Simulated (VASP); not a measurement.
## MgO: what moves the LDA gap besides the functional

How far does the LDA gap of MgO depend on cutoff, mesh and cell? The starting structure is a measured crystal structure from the Crystallography Open Database. Cell and atoms stay as given unless a step says otherwise.

Method: Kohn-Sham DFT with plane waves and PAW; LDA, in VASP 6.6.1.

## 1. The starting structure

Symmetry: Fm-3m, No. 225, cubic system. Conventional cell: a = 4.210 Å, b = 4.210 Å, c = 4.210 Å, α = 90.00°, β = 90.00°, γ = 90.00°. Nearest to Mg lie 6 O at 2.11 Å. Nearest to O lie 6 Mg at 2.11 Å. Farther neighbours and most contacts between anions are not listed.

## 2. Reference bands

INCAR

```
SYSTEM = MgO
PREC = Accurate
ENCUT = 460
EDIFF = 1E-06
NELM = 100
ISMEAR = 0
SIGMA = 0.03
LREAL = .FALSE.
ALGO = Normal
GGA = CA
NBANDS = 16
LORBIT = 11
LWAVE = .FALSE.
LCHARG = .FALSE.
KPAR = 4
```

POSCAR

```
MgO
1.0
    0.0000000000      2.1052050000      2.1052050000
    2.1052050000      0.0000000000      2.1052050000
    2.1052050000      2.1052050000      0.0000000000
Mg O
1 1
Direct
    0.0000000000      0.0000000000      0.0000000000
    0.5000000000      0.5000000000      0.5000000000
```

KPOINTS

```
Automatic mesh
0
Gamma
8 8 8
0 0 0
```

KPOINTS_OPT

```
Line mode
10
Line-mode
Reciprocal
  0.00000000   0.00000000   0.00000000 GAMMA
  0.50000000   0.00000000   0.50000000 X

  0.50000000   0.00000000   0.50000000 X
  0.50000000   0.25000000   0.75000000 W

  0.50000000   0.25000000   0.75000000 W
  0.37500000   0.37500000   0.75000000 K

  0.37500000   0.37500000   0.75000000 K
  0.00000000   0.00000000   0.00000000 GAMMA

  0.00000000   0.00000000   0.00000000 GAMMA
  0.50000000   0.50000000   0.50000000 L

  0.50000000   0.50000000   0.50000000 L
  0.62500000   0.25000000   0.62500000 U

  0.62500000   0.25000000   0.62500000 U
  0.50000000   0.25000000   0.75000000 W

  0.50000000   0.25000000   0.75000000 W
  0.50000000   0.50000000   0.50000000 L

  0.50000000   0.50000000   0.50000000 L
  0.37500000   0.37500000   0.75000000 K

  0.62500000   0.25000000   0.62500000 U
  0.50000000   0.00000000   0.50000000 X
```

Potentials, in the order of the species: Mg and O (LDA family, release 64).

The run is started by

```bash
$ mpirun -np 4 vasp_std
```

Output:

```text
[banner, memory and clock lines left out]
running    4 mpi-ranks, on    1 nodes
 distrk:  each k-point on    1 cores,    4 groups
 distr:  one band on    1 cores,    1 groups

 POSCAR found type information on POSCAR MgO
 POSCAR found :  2 types and       2 ions
 LDA part: xc-table for (Slater(with rela. corr.)+CA(PZ))
 , standard interpolation
 POSCAR, INCAR and KPOINTS ok, starting setup
 FFT: planning ... GRIDC
 FFT: planning ... GRID_SOFT
 FFT: planning ... GRID
 WAVECAR not read
 entering main loop
       N       E                     dE             d eps       ncg     rms          rms(c)
DAV:   1     0.121580938478E+02    0.12158E+02   -0.39435E+03  1048   0.400E+02
DAV:   2    -0.144907896603E+02   -0.26649E+02   -0.25803E+02  1248   0.110E+02
DAV:   3    -0.149962033635E+02   -0.50541E+00   -0.50522E+00  1080   0.116E+01
DAV:   4    -0.149970741544E+02   -0.87079E-03   -0.87079E-03  1248   0.569E-01
DAV:   5    -0.149970763341E+02   -0.21798E-05   -0.21798E-05  1064   0.255E-02    0.702E+00
DAV:   6    -0.134910008553E+02    0.15061E+01   -0.74061E+00   992   0.109E+01    0.218E+00
DAV:   7    -0.134554103745E+02    0.35590E-01   -0.71527E-02  1072   0.160E+00    0.132E+00
DAV:   8    -0.134312177623E+02    0.24193E-01   -0.38351E-02  1080   0.137E+00    0.337E-01
DAV:   9    -0.134302171681E+02    0.10006E-02   -0.12786E-03  1080   0.200E-01    0.144E-01
DAV:  10    -0.134300482458E+02    0.16892E-03   -0.29972E-04  1088   0.113E-01    0.101E-02
DAV:  11    -0.134300467936E+02    0.14522E-05   -0.12349E-05  1112   0.162E-02    0.382E-03
DAV:  12    -0.134300467149E+02    0.78718E-07   -0.33092E-07   576   0.339E-03
   1 F= -.13430047E+02 E0= -.13430047E+02  d E =-.316015E-46
 Start KPOINTS_OPT (optional k-point list driver)
k-point batch [1-29\100]
       N       E                     dE             ncg
DAV:   1     0.136578571070E+03   -0.86606E+04     1056
DAV:   2    -0.584868577077E+03   -0.72145E+03     1216
DAV:   3    -0.599053629901E+03   -0.14185E+02     1216
DAV:   4    -0.599079758473E+03   -0.26129E-01     1168
DAV:   5    -0.599079822198E+03   -0.63725E-04     1224
DAV:   6    -0.599079822379E+03   -0.18145E-06      936
[...]
k-point batch [88-100\100]
       N       E                     dE             ncg
DAV:   1     0.519628574162E+04   -0.51541E+04      480
DAV:   2     0.488114340487E+04   -0.31514E+03      552
DAV:   3     0.487626931620E+04   -0.48741E+01      552
DAV:   4     0.487626003403E+04   -0.92822E-02      520
DAV:   5     0.487626001067E+04   -0.23364E-04      576
DAV:   6     0.487626001060E+04   -0.62782E-07      408
```

The job ended after 5 s (4 MPI ranks of Intel Xeon Platinum 8375C at 2.90GHz (Ice Lake), shared host; peak memory 0.51 GiB; 12 s of CPU time).

The logs omit lines about the potential files and the build; timing stands in the text.

Parts of OUTCAR (step 2):

```text
ion  position               nearest neighbor table
   1  0.000  0.000  0.000-   2 2.11   2 2.11   2 2.11   2 2.11   2 2.11   2 2.11
   2  0.500  0.500  0.500-   1 2.11   1 2.11   1 2.11   1 2.11   1 2.11   1 2.11

  LATTYP: Found a face centered cubic cell.
 ALAT       =     4.2104100000

 Subroutine GETGRP returns: Found 48 space group operations
 (whereof 48 operations were pure point group operations)

The static configuration has the point symmetry O_h .

 Found     29 irreducible k-points:

   k-points           NKPTS =     29   k-points in BZ     NKDIM =     29   number of bands    NBANDS=     16

   dimension x,y,z NGX =    24 NGY =   24 NGZ =   24
   dimension x,y,z NGXF=    48 NGYF=   48 NGZF=   48

   ENCUT  =  460.0 eV  33.81 Ry    5.81 a.u.   5.21  5.21  5.21*2*pi/ulx,y,z

   NELECT =       8.0000    total number of electrons

 k-points in reciprocal lattice and weights: Automatic mesh
   0.00000000  0.00000000  0.00000000       0.002
   0.12500000  0.00000000  0.00000000       0.016
   0.25000000  0.00000000  0.00000000       0.016
   0.37500000  0.00000000  0.00000000       0.016
   0.50000000  0.00000000  0.00000000       0.008
   0.12500000  0.12500000  0.00000000       0.012
   0.25000000  0.12500000  0.00000000       0.047
   0.37500000  0.12500000  0.00000000       0.047
   0.50000000  0.12500000  0.00000000       0.047
[...]
-0.37500000  0.50000000  0.12500000       0.023
  -0.25000000  0.50000000  0.25000000       0.012

 average (electrostatic) potential at core
       1 -35.1163       2 -70.7602

 E-fermi :   3.1850

 k-point     1 :       0.0000    0.0000    0.0000
  band No.  band energies     occupation
      1     -14.1174      2.00000
      2       2.8882      2.00000
      3       2.8882      2.00000
      4       2.8882      2.00000
      5       7.5577      0.00000
      6      18.4222      0.00000
      7      18.4222      0.00000
      8      18.4222      0.00000
      9      22.4492      0.00000
    ...

 k-point     2 :       0.1250    0.0000    0.0000
  band No.  band energies     occupation
      1     -13.9472      2.00000
      2       1.9218      2.00000
      3       2.7828      2.00000
      4       2.7828      2.00000
      5       8.4643      0.00000
      6      16.7723      0.00000
      7      18.7805      0.00000
      8      18.7805      0.00000
      9      23.0986      0.00000
    ...

 k-point     3 :       0.2500    0.0000    0.0000
  band No.  band energies     occupation
      1     -13.5021      2.00000
      2       0.1905      2.00000
      3       2.5399      2.00000
      4       2.5399      2.00000
      5       9.8790      0.00000
      6      15.2516      0.00000
      7      19.2623      0.00000
      8      19.2623      0.00000
      9      22.7101      0.00000
    ...

  Total       -0.9590812     -0.9590812     -0.9590812      0.0000000      0.0000000     -0.0000000
  in kB      -82.3479477    -82.3479477    -82.3479477      0.0000000      0.0000000     -0.0000000
  external PRESSURE =     -82.3479477 kB  Pullay stress =       0.0000000 kB

  energy-cutoff  :      460.00
  volume of cell :       18.66
      direct lattice vectors                 reciprocal lattice vectors
     0.000000000  2.105205000  2.105205000    -0.237506561  0.237506561  0.237506561
     2.105205000  0.000000000  2.105205000     0.237506561 -0.237506561  0.237506561
     2.105205000  2.105205000  0.000000000     0.237506561  0.237506561 -0.237506561

 POSITION                                       TOTAL-FORCE (eV/Angst)
 -----------------------------------------------------------------------------------
      0.00000      0.00000      0.00000        -0.000000     -0.000000      0.000000
      2.10521      2.10521      2.10521         0.000000      0.000000      0.000000
 -----------------------------------------------------------------------------------
    total drift:                               -0.000000     -0.000000      0.000000

  FREE ENERGIE OF THE ION-ELECTRON SYSTEM (eV)
  ---------------------------------------------------
  free  energy   TOTEN  =       -13.4300467149 eV

  energy  without entropy=      -13.4300467149  energy(sigma->0) =      -13.43004671

 total charge
# of ion       s       p       d       tot
------------------------------------------
    1        0.154   0.188   0.080   0.423
    2        1.537   3.539   0.000   5.076
--------------------------------------------------
tot          1.691   3.727   0.080   5.499

[... 3 further parts left out ...]
```

At this level the cell is under a tension of 8.2 GPa, so at these settings it is away from equilibrium.

The reference gap is 4.669 eV.

## 3. Bands with cell and atoms relaxed by LDA

Against step 2 the input has another starting structure. The cell comes from a relaxation at this level, not shown (17.81 Å³).

INCAR is that of step 2.

POSCAR

```
MgO
1.0
    0.0000000000      2.0728092391      2.0728092391
    2.0728092391      0.0000000000      2.0728092391
    2.0728092391      2.0728092391      0.0000000000
Mg O
1 1
Direct
    0.0000000000      0.0000000000      0.0000000000
    0.5000000000      0.5000000000      0.5000000000
```

KPOINTS is that of step 2.

KPOINTS_OPT is that of step 2.

The run is started by

```bash
$ mpirun -np 4 vasp_std
```

Output:

```text
[... set-up lines as in an earlier step ...]
 entering main loop
       N       E                     dE             d eps       ncg     rms          rms(c)
DAV:   1     0.109501822077E+02    0.10950E+02   -0.39680E+03  1080   0.402E+02
DAV:   2    -0.146317613091E+02   -0.25582E+02   -0.25045E+02  1248   0.109E+02
DAV:   3    -0.150321094558E+02   -0.40035E+00   -0.40025E+00  1064   0.107E+01
DAV:   4    -0.150327678156E+02   -0.65836E-03   -0.65836E-03  1248   0.493E-01
[...]
DAV:  10    -0.134494717372E+02    0.13240E-03   -0.24062E-04  1064   0.101E-01    0.908E-03
DAV:  11    -0.134494705899E+02    0.11473E-05   -0.10072E-05  1144   0.149E-02    0.365E-03
DAV:  12    -0.134494705167E+02    0.73184E-07   -0.29213E-07   560   0.320E-03
   1 F= -.13449471E+02 E0= -.13449471E+02  d E =-.507259E-38
 Start KPOINTS_OPT (optional k-point list driver)
k-point batch [1-29\100]
       N       E                     dE             ncg
DAV:   1     0.238738341951E+03   -0.84152E+04      992
DAV:   2    -0.526168119181E+03   -0.76491E+03     1272
DAV:   3    -0.540009080094E+03   -0.13841E+02     1160
DAV:   4    -0.540031358203E+03   -0.22278E-01     1240
DAV:   5    -0.540031409706E+03   -0.51504E-04     1128
DAV:   6    -0.540031409844E+03   -0.13791E-06     1008
[...]
k-point batch [88-100\100]
       N       E                     dE             ncg
DAV:   1     0.568618021663E+04   -0.46829E+04      448
DAV:   2     0.532946052805E+04   -0.35672E+03      568
DAV:   3     0.532364547572E+04   -0.58151E+01      560
DAV:   4     0.532363482836E+04   -0.10647E-01      528
DAV:   5     0.532363480221E+04   -0.26145E-04      536
DAV:   6     0.532363480214E+04   -0.68900E-07      432
```

Run time: 4.4 s. Hardware: 4 MPI ranks; peak memory 0.48 GiB.

From OUTCAR (step 3):

```text
  Total       -0.0775479     -0.0775479     -0.0775479     -0.0000000      0.0000000      0.0000000
  in kB       -6.9754549     -6.9754549     -6.9754549     -0.0000000      0.0000000      0.0000000
  external PRESSURE =      -6.9754549 kB  Pullay stress =       0.0000000 kB

 POSITION                                       TOTAL-FORCE (eV/Angst)
 -----------------------------------------------------------------------------------
      0.00000      0.00000      0.00000        -0.000000     -0.000000     -0.000000
      2.07281      2.07281      2.07281         0.000000      0.000000      0.000000
 -----------------------------------------------------------------------------------
    total drift:                               -0.000000     -0.000000      0.000000

  FREE ENERGIE OF THE ION-ELECTRON SYSTEM (eV)
  ---------------------------------------------------
  free  energy   TOTEN  =       -13.4494705167 eV

  energy  without entropy=      -13.4494705167  energy(sigma->0) =      -13.44947052

[... 1 part as in an earlier step ...]

[... 2 further parts left out ...]
[key lines of the parts left out:]
E-fermi :   3.5168
```

With cell and atoms relaxed by LDA the gap is 5.138 eV, +0.468 eV from the reference.

## 4. Bands with no band path

Against step 2 the input has no band path (also changed: NBANDS).

INCAR: that of step 3 with these lines changed.

```diff
@@ -10,3 +10,3 @@
 GGA = CA
-NBANDS = 16
+NBANDS = 10
 LORBIT = 11
```

POSCAR

```
MgO
1.0
    0.0000000000      2.1052050000      2.1052050000
    2.1052050000      0.0000000000      2.1052050000
    2.1052050000      2.1052050000      0.0000000000
Mg O
1 1
Direct
    0.0000000000      0.0000000000      0.0000000000
    0.5000000000      0.5000000000      0.5000000000
```

KPOINTS is that of step 3.

The run is started by

```bash
$ mpirun -np 4 vasp_std
```

Output:

```text
[... set-up lines as in an earlier step ...]
 entering main loop
       N       E                     dE             d eps       ncg     rms          rms(c)
DAV:   1     0.984530674244E+01    0.98453E+01   -0.44977E+03   692   0.637E+02
DAV:   2    -0.145073142766E+02   -0.24353E+02   -0.24074E+02   672   0.131E+02
DAV:   3    -0.149959711569E+02   -0.48866E+00   -0.48853E+00   690   0.163E+01
DAV:   4    -0.149970731755E+02   -0.11020E-02   -0.11020E-02   642   0.848E-01
[...]
DAV:   9    -0.134301725003E+02    0.20911E-03   -0.20661E-04   658   0.118E-01    0.131E-01
DAV:  10    -0.134300474614E+02    0.12504E-03   -0.28443E-04   610   0.155E-01    0.764E-03
DAV:  11    -0.134300467050E+02    0.75638E-06   -0.38327E-06   628   0.111E-02
   1 F= -.13430047E+02 E0= -.13430047E+02  d E =-.682765E-30
```

It took 2.6 s on 4 MPI ranks; peak memory 0.47 GiB.

From OUTCAR (step 4):

```text
  Total       -0.9568921     -0.9568921     -0.9568921      0.0000000      0.0000000     -0.0000000
  in kB      -82.1599926    -82.1599926    -82.1599926      0.0000000      0.0000000     -0.0000000
  external PRESSURE =     -82.1599926 kB  Pullay stress =       0.0000000 kB

 POSITION                                       TOTAL-FORCE (eV/Angst)
 -----------------------------------------------------------------------------------
      0.00000      0.00000      0.00000        -0.000000     -0.000000      0.000000
      2.10521      2.10521      2.10521         0.000000      0.000000     -0.000000
 -----------------------------------------------------------------------------------
    total drift:                               -0.000000     -0.000000      0.000000

  FREE ENERGIE OF THE ION-ELECTRON SYSTEM (eV)
  ---------------------------------------------------
  free  energy   TOTEN  =       -13.4300467050 eV

  energy  without entropy=      -13.4300467050  energy(sigma->0) =      -13.43004670

[... 1 part as in an earlier step ...]

[... 2 further parts left out ...]
[key lines of the parts left out:]
E-fermi :   3.1209
```

With no band path the gap is 4.670 eV, +0.000 eV from the reference, read on the mesh alone.

## 5. Bands with a cutoff of 640 eV

Against step 2 the input has ENCUT = 640.

INCAR: that of step 4 with these lines changed.

```diff
@@ -2,3 +2,3 @@
 PREC = Accurate
-ENCUT = 460
+ENCUT = 640
 EDIFF = 1E-06
@@ -10,3 +10,3 @@
 GGA = CA
-NBANDS = 10
+NBANDS = 16
 LORBIT = 11
```

POSCAR is that of step 4.

KPOINTS is that of step 4.

KPOINTS_OPT is that of step 3.

The run is started by

```bash
$ mpirun -np 4 vasp_std
```

Output:

```text
[... set-up lines as in an earlier step ...]
 entering main loop
       N       E                     dE             d eps       ncg     rms          rms(c)
DAV:   1     0.217794677289E+02    0.21779E+02   -0.48003E+03   992   0.527E+02
DAV:   2    -0.141287857628E+02   -0.35908E+02   -0.34894E+02  1240   0.133E+02
DAV:   3    -0.149975694528E+02   -0.86878E+00   -0.86830E+00  1112   0.165E+01
DAV:   4    -0.149993782017E+02   -0.18087E-02   -0.18087E-02  1176   0.828E-01
[...]
DAV:  10    -0.134308732527E+02    0.19737E-03   -0.36197E-04  1056   0.127E-01    0.972E-03
DAV:  11    -0.134308717622E+02    0.14905E-05   -0.10953E-05  1144   0.156E-02    0.336E-03
DAV:  12    -0.134308716930E+02    0.69121E-07   -0.20959E-07   552   0.302E-03
   1 F= -.13430872E+02 E0= -.13430872E+02  d E =-.542878E-46
 Start KPOINTS_OPT (optional k-point list driver)
k-point batch [1-29\100]
       N       E                     dE             ncg
DAV:   1     0.383435212215E+03   -0.10083E+05      952
DAV:   2    -0.577832161809E+03   -0.96127E+03     1232
DAV:   3    -0.599522409399E+03   -0.21690E+02     1200
DAV:   4    -0.599565032241E+03   -0.42623E-01     1176
DAV:   5    -0.599565143497E+03   -0.11126E-03     1184
DAV:   6    -0.599565143837E+03   -0.33903E-06      968
[...]
k-point batch [88-100\100]
       N       E                     dE             ncg
DAV:   1     0.648645286989E+04   -0.58043E+04      424
DAV:   2     0.606220288807E+04   -0.42425E+03      576
DAV:   3     0.605208233751E+04   -0.10121E+02      528
DAV:   4     0.605205934283E+04   -0.22995E-01      536
DAV:   5     0.605205928188E+04   -0.60944E-04      528
DAV:   6     0.605205928170E+04   -0.17967E-06      448
```

It took 9.8 s on 4 MPI ranks; peak memory 0.56 GiB; 32 s of CPU time.

(Part 1 of 2 ends here.)

[Lines on the potential files, build, host, timing and source positions are cut from VASP's logs without a mark.]

[Logs are printed without paths, hosts, clocks, repeated set-up lines and the standing remarks that a program may print on its own settings, such as how far it seeks lower states.]

[Hosts, paths, dates, database ids (printed as entryN), source tags and the programs' standing remarks are cut or masked in the printed files.]
